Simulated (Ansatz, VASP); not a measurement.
# Ti2NF2: VASP beside Ansatz, part 2 of 2

Wanted: the spread between two codes on one cell, functional and k mesh. Of the first pair: The structure shown is the start of the Ansatz relaxation below; VASP solves that cell, so the two are compared at the walk's first step.

VASP 6.6.1 and Ansatz 0.2.0.

So far. Step 4 (Comparison): The forces differ by 14 meV/Å r.m.s., which is 1.1 % of the r.m.s. force of 1.255 eV/Å (both taken over all components). With vacuum in the cell, a pressure given here is an average over mostly empty space and none of the material.

### 6. VASP: single point, PBEsol, start cell, pair 2

Level of this step: PBEsol, no spin polarisation; plane waves and PAW (N, Ti_sv, F) (VASP).

The same cell, functional, mesh and smearing now go to VASP, with its own data sets.

Input file INCAR:

```
SYSTEM = Ti2NF2
PREC = Accurate
ENCUT = 520
EDIFF = 1E-06
NELM = 120
ISMEAR = 0
SIGMA = 0.1
LREAL = .FALSE.
ALGO = Normal
GGA = PS
NBANDS = 27
LASPH = .TRUE.
LORBIT = 11
LWAVE = .FALSE.
LCHARG = .FALSE.
ISIF = 2
LDIPOL = .TRUE.
IDIPOL = 3
DIPOL = 0.5 0.5 0.301
LVHAR = .TRUE.
GGA_COMPAT = .FALSE.
NELMDL = -8
KPAR = 2
```

Input file POSCAR:

```
Ti2NF2
1.0
    2.9968470000      0.0000000000      0.0000000000
   -1.4984240000      2.5953460000      0.0000000000
    0.0000000000      0.0000000000     33.2000000000
N Ti F
1 2 2
Direct
    0.0000000000      0.0000000000      0.3012048193
    0.3333335088      0.6666667951      0.3339128916
    0.6666668249      0.3333332049      0.2684967470
    0.6666668249      0.3333332049      0.3713549096
    0.3333335088      0.6666667951      0.2310547289
```

Input file KPOINTS:

```
Automatic mesh
0
Gamma
15 15 1
0 0 0
```

PAW data sets: N, Ti_sv and F (PBE family, release 64).

On the command line:

```
$ mpirun -np 2 vasp_std
```

Numbers of over 12 decimals in the logs are rounded to 6 here.

The program printed:

```text
[banner, memory and clock lines left out]
running    2 mpi-ranks, on    1 nodes
[...]
[... a notice as in an earlier step ...]

 LDA part: xc-table for (Slater+PW92), standard interpolation
 POSCAR, INCAR and KPOINTS ok, starting setup
[...]
entering main loop
       N       E                     dE             d eps       ncg     rms          rms(c)
DAV:   1     0.524797317170E+03    0.52480E+03   -0.21744E+04  1738   0.138E+03
DAV:   2     0.314951117362E+02   -0.49330E+03   -0.48484E+03  1800   0.418E+02
DAV:   3    -0.437135005688E+02   -0.75209E+02   -0.74677E+02  2032   0.169E+02
DAV:   4    -0.497958398783E+02   -0.60823E+01   -0.60713E+01  2462   0.456E+01
[...]
DAV:  24    -0.421021053594E+02   -0.11053E-04   -0.66721E-07  1043   0.400E-03    0.114E-03
DAV:  25    -0.421021076803E+02   -0.23208E-05   -0.14389E-07   885   0.300E-03    0.421E-04
DAV:  26    -0.421021084940E+02   -0.81371E-06   -0.56872E-08   777   0.144E-03
   1 F= -.42102108E+02 E0= -.42097771E+02  d E =-.867413E-02
```

From OUTCAR (step 6):

```text
  Total        0.2880222      0.2880223     -0.2604010     -0.0000001      0.0000000     -0.0000000
  in kB        1.7870582      1.7870587     -1.6156799     -0.0000003      0.0000000     -0.0000000
  external PRESSURE =       0.6528123 kB  Pullay stress =       0.0000000 kB

 POSITION                                       TOTAL-FORCE (eV/Angst)
 -----------------------------------------------------------------------------------
      0.00000      0.00000     10.00000         0.000000      0.000000      0.000000
      0.00000      1.73023     11.08591        -0.000000      0.000000     -0.135605
      1.49842      0.86512      8.91409         0.000000     -0.000000      0.135605
      1.49842      0.86512     12.32898        -0.000000     -0.000000      0.031724
      0.00000      1.73023      7.67102         0.000000      0.000000     -0.031724
 -----------------------------------------------------------------------------------
    total drift:                               -0.003425      0.000000     -0.000432

  FREE ENERGIE OF THE ION-ELECTRON SYSTEM (eV)
  ---------------------------------------------------
  free  energy   TOTEN  =       -42.1021084940 eV

  energy  without entropy=      -42.0934343668  energy(sigma->0) =      -42.09777143

[... 3 further parts left out ...]
[key lines of the parts left out:]
E-fermi :  -1.7748
```

The run ends at a pressure of 0.07 GPa, with forces up to 0.14 eV/Å.

### 7. Differences

What differs besides the data sets and the points named for the pairs above, as far as they apply: the cutoff is 420 eV in Ansatz and 520 eV in VASP. Total energies have different zeros and are not compared.

Forces (eV/Å; atoms numbered as in POSCAR):

| atom | Ansatz x, y, z | VASP x, y, z |
| --- | --- | --- |
| N1 | 0.000, 0.000, 0.000 | 0.000, 0.000, 0.000 |
| Ti2 | 0.000, 0.000, -0.154 | 0.000, 0.000, -0.136 |
| Ti3 | 0.000, 0.000, 0.154 | 0.000, 0.000, 0.136 |
| F4 | 0.000, 0.000, -0.002 | 0.000, 0.000, 0.032 |
| F5 | 0.000, 0.000, 0.002 | 0.000, 0.000, -0.032 |

The forces differ by 14 meV/Å r.m.s., which is 27.4 % of the r.m.s. force of 0.051 eV/Å (both taken over all components). With vacuum in the cell, a pressure given here is an average over mostly empty space and none of the material.

### 8. Ansatz: relaxation, PBEsol

This run makes the geometry at which the two programs are then compared.

The structure compared here is the end of the Ansatz relaxation.

Input file input.yaml:

```yaml
crystal:
  lattice:
    - [3.0145036479, 0.0, 0.0]
    - [-1.507251824, 2.6106367389, 0.0]
    - [0.0, 0.0, 33.2]
  atoms:
    - { symbol: "N", position: [0.0, 0.0, 0.3012048193] }
    - { symbol: Ti, position: [0.3333333333, 0.6666666667, 0.333305044] }
    - { symbol: Ti, position: [0.6666666667, 0.3333333333, 0.2691045946] }
    - { symbol: F, position: [0.6666666667, 0.3333333333, 0.3705592455] }
    - { symbol: F, position: [0.3333333333, 0.6666666667, 0.231850393] }
  periodic: [true, true, false]
kpoints:
  mp_grid: { grid: [18, 18, 1] }
hamiltonian:
  xc: pbesol
scf:
  occupations: { method: methfessel_paxton, width: 0.15 }
output:
  forces: true
  stress: true
  eigenvalues: true
  write_density: true
  write_potential: true
  elf: true
  volumetric_format: npy
relax:
  adjacent_minimum: "off"
  f_tol: 0.001
  max_steps: 60
  cell: { stress_2d_tol: 0.002 }
```

On the command line:

```
$ ansatz run input.yaml --threads 8 --pin off --max-ram 14336MiB --backend cpu --events-out ev --progress --plain --runs-dir out
```

The program printed:

```text
[...]
Crystal: 5 atoms, lattice volume = 261.276 Å³
Basis set: ecut = 420 eV, 5007 PW (Γ), exchange–correlation on 48×48×450 points (8 copies of the dense FFT grid, shifted against one another)
Bands: 27, of which v1, the nominal top of the filled ones, is band 22 counted from 1 (21 counted from 0)
Symmetry: 12 space group operations
[...]
k-points: 37 of 324
[...]
cell:  # Å, volume = 261.4163 Å³
    - [3.015310, 2.887532340908457e-11, 0]
    - [-1.507655, 2.611335, 0]
    - [0, 0, 33.2]
  atoms:
    - { symbol: N, position: [0, 0, 0.301205] }
    - { symbol: Ti, position: [0.333333, 0.666667, 0.333274] }
    - { symbol: Ti, position: [0.666667, 0.333333, 0.269136] }
    - { symbol: F, position: [0.666667, 0.333333, 0.370520] }
    - { symbol: F, position: [0.333333, 0.666667, 0.231889] }
[key lines of the parts left out:]
SCF converged after 8 iterations
Free energy (F): -6934.501026 eV
Fermi energy:    -4.332447 eV
P = ½ c Tr σ = 0.0015 N/m
```

### 9. VASP: single point, PBEsol, relaxed cell, pair 3

The same cell, functional, mesh and smearing now go to VASP, with its own data sets.

Edit INCAR of step 6 so:

```diff
@@ -5,4 +5,4 @@
 NELM = 120
-ISMEAR = 0
-SIGMA = 0.1
+ISMEAR = 1
+SIGMA = 0.15
 LREAL = .FALSE.
```

Input file POSCAR:

```
Ti2NF2
1.0
    3.0153097645      0.0000000000      0.0000000000
   -1.5076548823      2.6113348563      0.0000000000
    0.0000000000      0.0000000000     33.2000000000
N Ti F
1 2 2
Direct
    0.0000000000      0.0000000000      0.3012048193
    0.3333333333      0.6666666667      0.3332737916
    0.6666666667      0.3333333333      0.2691358470
    0.6666666667      0.3333333333      0.3705202690
    0.3333333333      0.6666666667      0.2318893696
```

Input file KPOINTS:

```
Automatic mesh
0
Gamma
18 18 1
0 0 0
```

On the command line:

```
$ mpirun -np 2 vasp_std
```

The program printed:

```text
[... set-up lines as in an earlier step ...]
 entering main loop
       N       E                     dE             d eps       ncg     rms          rms(c)
DAV:   1     0.522051372022E+03    0.52205E+03   -0.21820E+04  2430   0.137E+03
DAV:   2     0.318755317649E+02   -0.49018E+03   -0.48218E+03  2487   0.417E+02
DAV:   3    -0.437868266111E+02   -0.75662E+02   -0.75134E+02  2831   0.168E+02
DAV:   4    -0.498239376942E+02   -0.60371E+01   -0.60254E+01  3347   0.449E+01
[...]
DAV:  24    -0.421028513814E+02   -0.10562E-04   -0.56323E-07  1438   0.374E-03    0.876E-04
DAV:  25    -0.421028551034E+02   -0.37220E-05   -0.15735E-07  1276   0.258E-03    0.495E-04
DAV:  26    -0.421028559578E+02   -0.85440E-06   -0.36616E-08  1080   0.125E-03
   1 F= -.42102856E+02 E0= -.42101934E+02  d E =-.276504E-02
```

OUTCAR, selected parts (step 9):

```text
  Total        0.1516270      0.1516270      0.0805316     -0.0000000      0.0000000      0.0000000
  in kB        0.9292972      0.9292972      0.4935648     -0.0000000      0.0000000      0.0000000
  external PRESSURE =       0.7840531 kB  Pullay stress =       0.0000000 kB

 POSITION                                       TOTAL-FORCE (eV/Angst)
 -----------------------------------------------------------------------------------
      0.00000      0.00000     10.00000        -0.000000      0.000000      0.000000
     -0.00000      1.74089     11.06469        -0.000000      0.000000      0.022789
      1.50765      0.87044      8.93531        -0.000000     -0.000000     -0.022789
      1.50765      0.87044     12.30127         0.000000      0.000000      0.033116
     -0.00000      1.74089      7.69873         0.000000     -0.000000     -0.033116
 -----------------------------------------------------------------------------------
    total drift:                               -0.000000     -0.000000      0.000212

  FREE ENERGIE OF THE ION-ELECTRON SYSTEM (eV)
  ---------------------------------------------------
  free  energy   TOTEN  =       -42.1028559578 eV

  energy  without entropy=      -42.1000909130  energy(sigma->0) =      -42.10193428

[... 3 further parts left out ...]
[key lines of the parts left out:]
E-fermi :  -1.8184
```

The run ends at a pressure of 0.08 GPa, with forces up to 0.033 eV/Å.

### 10. Differences

At this near-relaxed geometry the largest component of a force difference is 33 meV/Å. With vacuum in the cell, a pressure given here is an average over mostly empty space and none of the material.

### 11. Outcome

| Property | Result |
| --- | --- |
| r.m.s. force difference (single point, PBEsol, start cell, pair 1) | 1.1 % of the r.m.s. force |
| r.m.s. force difference (single point, PBEsol, start cell, pair 2) | 14 meV/Å |
| r.m.s. force difference (single point, PBEsol, relaxed cell, pair 3) | 15 meV/Å |

In words: The r.m.s. force difference is 15 meV/Å (single point, PBEsol, relaxed cell, pair 3), beyond the 12 meV/Å picked in this series as the mark of a large difference. What causes the difference of the single point, PBEsol, start cell, pair 2 pair stays open here. What causes the difference of the single point, PBEsol, relaxed cell, pair 3 pair stays open here. 2 further runs of this series are not shown here. Such differences can come from data sets, numerical settings and the points named under the comparisons, not from the functional's error against experiment.

[Lines on the potential files, build, host, timing and source positions are cut from VASP's logs without a mark.]

[Logs are printed without paths, hosts, clocks, repeated set-up lines and the standing remarks that a program may print on its own settings, such as how far it seeks lower states.]

[Hosts, paths, dates, database ids (printed as entryN), source tags and the programs' standing remarks are cut or masked in the printed files.]
